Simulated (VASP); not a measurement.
# Quasiparticle energies of NaF (Villiaumite) in VASP, part 2 of 5

How does the gap of NaF (Villiaumite) change from the starting functional to GW? The cell is of the rock-salt type, one of the forms listed for this formula. The start is a cell from a database of measured crystal structures.

VASP 6.6.1, plane waves and PAW; the level of theory is named at each step.

So far, gap on the k-mesh (eV): step 3 (empty bands, functional PBE) 6.30.

## Step 4: evGW0

This step: evGW0 on PBE; plane waves and PAW (Na_sv_GW, F_GW) (VASP 6.6.1).

The lowest NBANDSGW levels in G are updated for four passes while W stays fixed, so the result depends less on the starting levels.

INCAR

```
SYSTEM = NaF
PREC = Accurate
ENCUT = 520
ISMEAR = 0
SIGMA = 0.01
LREAL = .FALSE.
GGA = PE
NBANDS = 168
ALGO = EVGW0
NELMGW = 4
ENCUTGW = 200
NOMEGA = 64
PRECFOCK = Fast
NBANDSGW = 16
LWAVE = .FALSE.
LCHARG = .FALSE.
```

POSCAR

```
NaF
1.0
    0.0000000000      2.3200000000      2.3200000000
    2.3200000000      0.0000000000      2.3200000000
    2.3200000000      2.3200000000      0.0000000000
Na F
1 1
Direct
    0.0000000000      0.0000000000      0.0000000000
    0.5000000000      0.5000000000      0.5000000000
```

KPOINTS

```
Automatic mesh
0
Gamma
4 4 4
0 0 0
```

PAW data sets: Na_sv_GW and F_GW (PBE family, release 64).

Started as:

```
$ mpirun -np 8 vasp_std
```

The log of the run:

```text
[banner, memory and clock lines left out]
running    8 mpi-ranks, on    1 nodes
 distrk:  each k-point on    8 cores,    1 groups
 distr:  one band on    1 cores,    8 groups

 POSCAR found type information on POSCAR NaF
 POSCAR found :  2 types and       2 ions
 [... a notice as in an earlier step ...]

|                                                                             |
|           W    W    AA    RRRRR   N    N  II  N    N   GGGG   !!!           |
|           W    W   A  A   R    R  NN   N  II  NN   N  G    G  !!!           |
|           W    W  A    A  R    R  N N  N  II  N N  N  G       !!!           |
|           W WW W  AAAAAA  RRRRR   N  N N  II  N  N N  G  GGG   !            |
|           WW  WW  A    A  R   R   N   NN  II  N   NN  G    G                |
|           W    W  A    A  R    R  N    N  II  N    N   GGGG   !!!           |
|                                                                             |
|     The default for ENCUTGWSOFT is different in this version of VASP.       |
|     please manually set ENCUTGWSOFT =200 in the INCAR file.                 |
|                                                                             |

 LDA part: xc-table for (Slater+PW92), standard interpolation
 found WAVECAR, reading the header
 POSCAR, INCAR and KPOINTS ok, starting setup
 FFT: planning ... GRIDC
 FFT: planning ... GRID_SOFT
 FFT: planning ... GRID
 reading WAVECAR
 the WAVECAR file was read successfully
 initial charge from wavefunction
 available memory per node:     83.08 GB, setting MAXMEM to     85072

 The Fermi energy was updated, please check that it is located mid-gap
 values below the HOMO (VB) or above the LUMO (CB) will cause erroneous energies
 E-fermi :   1.3116

 calculate exact exchange contribution
 the WAVEDER file was read successfully
energies w=
    0.000    0.000    1.199    0.000    2.396    0.000    3.588    0.000
    4.772    0.000    5.947    0.000    7.110    0.000    8.260    0.000
    9.397    0.000   10.519    0.000   11.626    0.000   12.718    0.000
   13.795    0.000   14.858    0.000   15.907    0.000   16.945    0.000
   17.971    0.000   18.987    0.000   19.996    0.000   20.998    0.000
   21.996    0.000   22.991    0.000   23.985    0.000   24.980    0.000
   25.980    0.000   26.985    0.000   27.999    0.000   29.025    0.000
   30.065    0.000   31.122    0.000   32.199    0.000   33.301    0.000
   34.431    0.000   35.593    0.000   36.792    0.000   38.034    0.000
   39.324    0.000   40.669    0.000   42.076    0.000   43.554    0.000
   45.113    0.000   46.763    0.000   48.519    0.000   50.394    0.000
   52.407    0.000   54.579    0.000   56.934    0.000   59.504    0.000
   62.325    0.000   65.441    0.000   68.907    0.000   72.795    0.000
   77.190    0.000   82.207    0.000   87.994    0.000   94.747    0.000
  102.738    0.000  112.342    0.000  124.103    0.000  138.835    0.000
  157.813    0.000  183.158    0.000  218.671    0.000  271.911    0.000
 responsefunction array rank=     176
 LDA part: xc-table for (Slater+PW92), standard interpolation

 min. memory requirement per mpi rank    111.6 MB, per node    893.0 MB

 allocating   8 responsefunctions rank=   176
 shmem allocating  64 responsefunctions rank=   176
 response function shared by NCSHMEM nodes    1
 Doing            8  frequencies on each core in blocks of           64
NQ=   1    0.0000    0.0000    0.0000,
|.........|.........|.........|.........|.........|.........|.........|.........
 performed        206000 updates of chi_q(r,r)
 total number of BLAS operations         47.26 Gflops
NQ=   2    0.2500    0.0000    0.0000,
|.........|.........|.........|.........|.........|.........|.........|.........
 performed        606000 updates of chi_q(r,r)
 total number of BLAS operations        125.21 Gflops
NQ=   3    0.5000    0.0000    0.0000,
|.........|.........|.........|.........|.........|.........|.........|.........
 performed        909000 updates of chi_q(r,r)
 total number of BLAS operations        184.32 Gflops
NQ=   4    0.2500    0.2500    0.0000,
|.........|.........|.........|.........|.........|.........|.........|.........
 performed       1271000 updates of chi_q(r,r)
 total number of BLAS operations        263.33 Gflops
NQ=   5    0.5000    0.2500    0.0000,
|.........|.........|.........|.........|.........|.........|.........|.........
 performed       1757000 updates of chi_q(r,r)
 total number of BLAS operations        360.47 Gflops
NQ=   6   -0.2500    0.2500    0.0000,
|.........|.........|.........|.........|.........|.........|.........|.........
 performed       2189000 updates of chi_q(r,r)
 total number of BLAS operations        453.56 Gflops
NQ=   7    0.5000    0.5000    0.0000,
|.........|.........|.........|.........|.........|.........|.........|.........
 performed       2471000 updates of chi_q(r,r)
 total number of BLAS operations        504.34 Gflops
NQ=   8   -0.2500    0.5000    0.2500,
|.........|.........|.........|.........|.........|.........|.........|.........
 performed       2839000 updates of chi_q(r,r)
 total number of BLAS operations        576.01 Gflops
 resolving degeneracies of screened two electron integrals

 calculate QP shifts <psi_nk| G(iteration)W_0 |psi_nk>: iteration 1
 allocating   8 responsefunctions rank=   176
 shmem allocating  64 responsefunctions rank=   176
 response function shared by NCSHMEM nodes    1
 Doing            8  frequencies on each core in blocks of           64
NQ=   1    0.0000    0.0000    0.0000,
|.........|.........|.........|.........|.........|.........|.........|.........
 performed        206000 updates of chi_q(r,r)
 total number of BLAS operations         47.26 Gflops
NQ=   2    0.2500    0.0000    0.0000,
|.........|.........|.........|.........|.........|.........|.........|.........
 performed        606000 updates of chi_q(r,r)
 total number of BLAS operations        125.21 Gflops
NQ=   3    0.5000    0.0000    0.0000,
|.........|.........|.........|.........|.........|.........|.........|.........
 performed        909000 updates of chi_q(r,r)
 total number of BLAS operations        184.32 Gflops
NQ=   4    0.2500    0.2500    0.0000,
|.........|.........|.........|.........|.........|.........|.........|.........
 performed       1271000 updates of chi_q(r,r)
 total number of BLAS operations        263.33 Gflops
NQ=   5    0.5000    0.2500    0.0000,
|.........|.........|.........|.........|.........|.........|.........|.........
 performed       1757000 updates of chi_q(r,r)
 total number of BLAS operations        360.47 Gflops
NQ=   6   -0.2500    0.2500    0.0000,
|.........|.........|.........|.........|.........|.........|.........|.........
 performed       2189000 updates of chi_q(r,r)
 total number of BLAS operations        453.56 Gflops
NQ=   7    0.5000    0.5000    0.0000,
|.........|.........|.........|.........|.........|.........|.........|.........
 performed       2471000 updates of chi_q(r,r)
 total number of BLAS operations        504.34 Gflops
NQ=   8   -0.2500    0.5000    0.2500,
|.........|.........|.........|.........|.........|.........|.........|.........
 performed       2839000 updates of chi_q(r,r)
 total number of BLAS operations        576.01 Gflops
 resolving degeneracies of screened two electron integrals

 calculate QP shifts <psi_nk| G(iteration)W_0 |psi_nk>: iteration 2
 allocating   8 responsefunctions rank=   176
 shmem allocating  64 responsefunctions rank=   176
 response function shared by NCSHMEM nodes    1
 Doing            8  frequencies on each core in blocks of           64
NQ=   1    0.0000    0.0000    0.0000,
|.........|.........|.........|.........|.........|.........|.........|.........
 performed        206000 updates of chi_q(r,r)
 total number of BLAS operations         47.26 Gflops
NQ=   2    0.2500    0.0000    0.0000,
|.........|.........|.........|.........|.........|.........|.........|.........
 performed        606000 updates of chi_q(r,r)
 total number of BLAS operations        125.21 Gflops
NQ=   3    0.5000    0.0000    0.0000,
|.........|.........|.........|.........|.........|.........|.........|.........
 performed        909000 updates of chi_q(r,r)
 total number of BLAS operations        184.32 Gflops
NQ=   4    0.2500    0.2500    0.0000,
|.........|.........|.........|.........|.........|.........|.........|.........
 performed       1271000 updates of chi_q(r,r)
 total number of BLAS operations        263.33 Gflops
NQ=   5    0.5000    0.2500    0.0000,
|.........|.........|.........|.........|.........|.........|.........|.........
 performed       1757000 updates of chi_q(r,r)
 total number of BLAS operations        360.47 Gflops
NQ=   6   -0.2500    0.2500    0.0000,
|.........|.........|.........|.........|.........|.........|.........|.........
 performed       2189000 updates of chi_q(r,r)
 total number of BLAS operations        453.56 Gflops
NQ=   7    0.5000    0.5000    0.0000,
|.........|.........|.........|.........|.........|.........|.........|.........
 performed       2471000 updates of chi_q(r,r)
 total number of BLAS operations        504.34 Gflops
NQ=   8   -0.2500    0.5000    0.2500,
|.........|.........|.........|.........|.........|.........|.........|.........
 performed       2839000 updates of chi_q(r,r)
 total number of BLAS operations        576.01 Gflops
 resolving degeneracies of screened two electron integrals

 calculate QP shifts <psi_nk| G(iteration)W_0 |psi_nk>: iteration 3
 allocating   8 responsefunctions rank=   176
 shmem allocating  64 responsefunctions rank=   176
 response function shared by NCSHMEM nodes    1
 Doing            8  frequencies on each core in blocks of           64
NQ=   1    0.0000    0.0000    0.0000,
|.........|.........|.........|.........|.........|.........|.........|.........
 performed        206000 updates of chi_q(r,r)
 total number of BLAS operations         47.26 Gflops
NQ=   2    0.2500    0.0000    0.0000,
|.........|.........|.........|.........|.........|.........|.........|.........
 performed        606000 updates of chi_q(r,r)
 total number of BLAS operations        125.21 Gflops
NQ=   3    0.5000    0.0000    0.0000,
|.........|.........|.........|.........|.........|.........|.........|.........
 performed        909000 updates of chi_q(r,r)
 total number of BLAS operations        184.32 Gflops
NQ=   4    0.2500    0.2500    0.0000,
|.........|.........|.........|.........|.........|.........|.........|.........
 performed       1271000 updates of chi_q(r,r)
 total number of BLAS operations        263.33 Gflops
NQ=   5    0.5000    0.2500    0.0000,
|.........|.........|.........|.........|.........|.........|.........|.........
 performed       1757000 updates of chi_q(r,r)
 total number of BLAS operations        360.47 Gflops
NQ=   6   -0.2500    0.2500    0.0000,
|.........|.........|.........|.........|.........|.........|.........|.........
 performed       2189000 updates of chi_q(r,r)
 total number of BLAS operations        453.56 Gflops
NQ=   7    0.5000    0.5000    0.0000,
|.........|.........|.........|.........|.........|.........|.........|.........
 performed       2471000 updates of chi_q(r,r)
 total number of BLAS operations        504.34 Gflops
NQ=   8   -0.2500    0.5000    0.2500,
|.........|.........|.........|.........|.........|.........|.........|.........
 performed       2839000 updates of chi_q(r,r)
 total number of BLAS operations        576.01 Gflops
 resolving degeneracies of screened two electron integrals

 calculate QP shifts <psi_nk| G(iteration)W_0 |psi_nk>: iteration 4
 entering main loop
```

The job ended after 5.5 min (8 MPI ranks of AMD EPYC 7R43, shared host; peak memory 1.2 GiB).

OUTCAR, selected parts (step 4):

```text
The static configuration has the point symmetry O_h .

 Found      8 irreducible k-points:

   k-points           NKPTS =      8   k-points in BZ     NKDIM =     64   number of bands    NBANDS=    168

   NELECT =      16.0000    total number of electrons

 E-fermi :   1.3116

 QP shifts <psi_nk| G(iteration)W_0 |psi_nk>: iteration 1
 for sc-GW calculations column KS-energies equals QP-energies in previous step
 and V_xc(KS)=  KS-energies - (<T + V_ion + V_H > + <T+V_H+V_ion>^1  + <V_x>^1)
 k-point   1 :       0.0000    0.0000    0.0000
  band No.  KS-energies  QP-energies   sigma(KS)   V_xc(KS)     V^pw_x(r,r')   Z            occupation Imag(sigma)
    ...
      5     -20.8010     -27.0951     -35.8504     -28.3946     -41.4610       0.8442       2.0000       0.1295
      6      -1.8383      -4.6231     -25.8122     -22.3151     -30.1699       0.7963       2.0000       0.1501
      7      -1.8383      -4.6231     -25.8122     -22.3151     -30.1699       0.7963       2.0000       0.1501
      8      -1.8383      -4.6231     -25.8122     -22.3151     -30.1699       0.7963       2.0000       0.1501
      9       4.4614       5.9798      -7.6791      -9.3863      -5.0043       0.8894       0.0000      -0.0799
     10      17.1118      18.6545      -5.3938      -7.1552      -2.1229       0.8759       0.0000      -0.1464
     11      17.1118      18.6545      -5.3938      -7.1552      -2.1229       0.8759       0.0000      -0.1464
     12      17.1118      18.6545      -5.3938      -7.1552      -2.1229       0.8759       0.0000      -0.1464
    ...

 k-point   2 :       0.2500    0.0000    0.0000
  band No.  KS-energies  QP-energies   sigma(KS)   V_xc(KS)     V^pw_x(r,r')   Z            occupation Imag(sigma)
    ...
      5     -20.2911     -25.5093     -32.9268     -26.3450     -39.8289       0.7928       2.0000       0.5168
      6      -2.7273      -5.6677     -23.9321     -20.2363     -28.0462       0.7956       2.0000       0.1599
      7      -1.9674      -4.7803     -25.5966     -22.0597     -29.9453       0.7953       2.0000       0.1520
      8      -1.9674      -4.7803     -25.5966     -22.0597     -29.9453       0.7953       2.0000       0.1520
      9       6.3172       7.9993      -8.9374     -10.8535      -6.3774       0.8779       0.0000      -0.0834
     10      13.3031      14.8587      -6.5028      -8.2905      -3.4109       0.8701       0.0000      -0.1286
     11      17.8721      19.5742      -6.0714      -8.0223      -2.7346       0.8725       0.0000      -0.1705
     12      17.8721      19.5742      -6.0714      -8.0223      -2.7346       0.8725       0.0000      -0.1705
    ...

 k-point   3 :       0.5000    0.0000    0.0000
  band No.  KS-energies  QP-energies   sigma(KS)   V_xc(KS)     V^pw_x(r,r')   Z            occupation Imag(sigma)
    ...
      5     -20.0222     -25.1716     -32.8431     -26.3810     -39.8760       0.7969       2.0000       0.5427
      6      -3.4128      -6.4898     -22.9770     -19.0920     -27.0416       0.7920       2.0000       0.1753
      7      -2.0895      -4.9259     -25.3921     -21.8126     -29.7325       0.7924       2.0000       0.1540
      8      -2.0895      -4.9259     -25.3921     -21.8126     -29.7325       0.7924       2.0000       0.1540
      9       8.9267      10.4633      -7.0991      -8.8390      -4.2463       0.8831       0.0000      -0.0981
     10      10.6168      12.7360     -10.2292     -12.7004      -7.4709       0.8576       0.0000      -0.1157
     11      18.2451      20.1784      -6.8316      -9.0482      -3.4996       0.8722       0.0000      -0.1680
     12      18.2451      20.1784      -6.8316      -9.0482      -3.4996       0.8722       0.0000      -0.1680
    ...

 QP shifts <psi_nk| G(iteration)W_0 |psi_nk>: iteration 2
 k-point   1 :       0.0000    0.0000    0.0000
  band No. old QP-enery  QP-energies   sigma(KS)   T+V_ion+V_H  V^pw_x(r,r')   Z            occupation Imag(sigma)
    ...
      5     -27.0951     -27.9798     -35.7413       7.5936     -41.4610       0.8405       2.0000       0.1343
      6      -4.6231      -5.1506     -25.7614      20.4768     -30.1699       0.7974       2.0000       0.1518
      7      -4.6231      -5.1506     -25.7614      20.4768     -30.1699       0.7974       2.0000       0.1518
      8      -4.6231      -5.1506     -25.7614      20.4768     -30.1699       0.7974       2.0000       0.1518
      9       5.9798       6.1038      -7.7287      13.8477      -5.0043       0.8911       0.0000      -0.0817
     10      18.6545      18.8325      -5.4095      24.2670      -2.1229       0.8767       0.0000      -0.1430
     11      18.6545      18.8325      -5.4095      24.2670      -2.1229       0.8767       0.0000      -0.1430
     12      18.6545      18.8325      -5.4095      24.2670      -2.1229       0.8767       0.0000      -0.1430
    ...

 QP shifts <psi_nk| G(iteration)W_0 |psi_nk>: iteration 3
 k-point   1 :       0.0000    0.0000    0.0000
  band No. old QP-enery  QP-energies   sigma(KS)   T+V_ion+V_H  V^pw_x(r,r')   Z            occupation Imag(sigma)
    ...
      5     -27.9798     -28.1282     -35.7496       7.5936     -41.4610       0.8422       2.0000       0.1332
      6      -5.1506      -5.2520     -25.7545      20.4768     -30.1699       0.7980       2.0000       0.1520
      7      -5.1506      -5.2520     -25.7545      20.4768     -30.1699       0.7980       2.0000       0.1520
      8      -5.1506      -5.2520     -25.7545      20.4768     -30.1699       0.7980       2.0000       0.1520
      9       6.1038       6.1104      -7.7365      13.8477      -5.0043       0.8923       0.0000      -0.0832
     10      18.8325      18.8511      -5.4133      24.2670      -2.1229       0.8770       0.0000      -0.1434
     11      18.8325      18.8511      -5.4133      24.2670      -2.1229       0.8770       0.0000      -0.1434
     12      18.8325      18.8511      -5.4133      24.2670      -2.1229       0.8770       0.0000      -0.1434
    ...

 QP shifts <psi_nk| G(iteration)W_0 |psi_nk>: iteration 4
 k-point   1 :       0.0000    0.0000    0.0000
  band No. old QP-enery  QP-energies   sigma(KS)   T+V_ion+V_H  V^pw_x(r,r')   Z            occupation Imag(sigma)
    ...
      5     -28.1282     -28.1526     -35.7507       7.5936     -41.4610       0.8419       2.0000       0.1330
      6      -5.2520      -5.2715     -25.7533      20.4768     -30.1699       0.7981       2.0000       0.1520
      7      -5.2520      -5.2715     -25.7533      20.4768     -30.1699       0.7981       2.0000       0.1520
      8      -5.2520      -5.2715     -25.7533      20.4768     -30.1699       0.7981       2.0000       0.1520
      9       6.1104       6.1102      -7.7375      13.8477      -5.0043       0.8925       0.0000      -0.0833
     10      18.8511      18.8528      -5.4139      24.2670      -2.1229       0.8771       0.0000      -0.1435
     11      18.8511      18.8528      -5.4139      24.2670      -2.1229       0.8771       0.0000      -0.1435
     12      18.8511      18.8528      -5.4139      24.2670      -2.1229       0.8771       0.0000      -0.1435
    ...

[... 7 parts as in an earlier step ...]

[... 26 further parts left out ...]
```

Numbers from this step:

* quasiparticle gap on the mesh: 11.38 eV
* smallest direct quasiparticle gap on the mesh: 11.38 eV
* gap of the starting orbitals on the mesh: 6.300 eV

QP gap by iteration, by row:

```
iteration  gap (eV)  direct gap (eV)
        1      10.6             10.6
        2     11.25            11.25
        3     11.36            11.36
        4     11.38            11.38
```

GW takes the gap from 6.300 to 11.382 eV. The last pass still moved it by +19 meV. The value holds for 168 bands, ENCUTGW = 200 eV and this mesh, and isn't shown to be converged in them.

(Continued in part 3 of 5.)

[Lines on the potential files, build, host, timing and source positions are cut from VASP's logs without a mark.]

[Logs are printed without paths, hosts, clocks, repeated set-up lines and the standing remarks that a program may print on its own settings, such as how far it seeks lower states.]

[Hosts, paths, dates, database ids (printed as entryN), source tags and the programs' standing remarks are cut or masked in the printed files.]

[Pressures printed for these runs are not shown converged in the cutoff: they can be off by several GPa and have the wrong sign.]
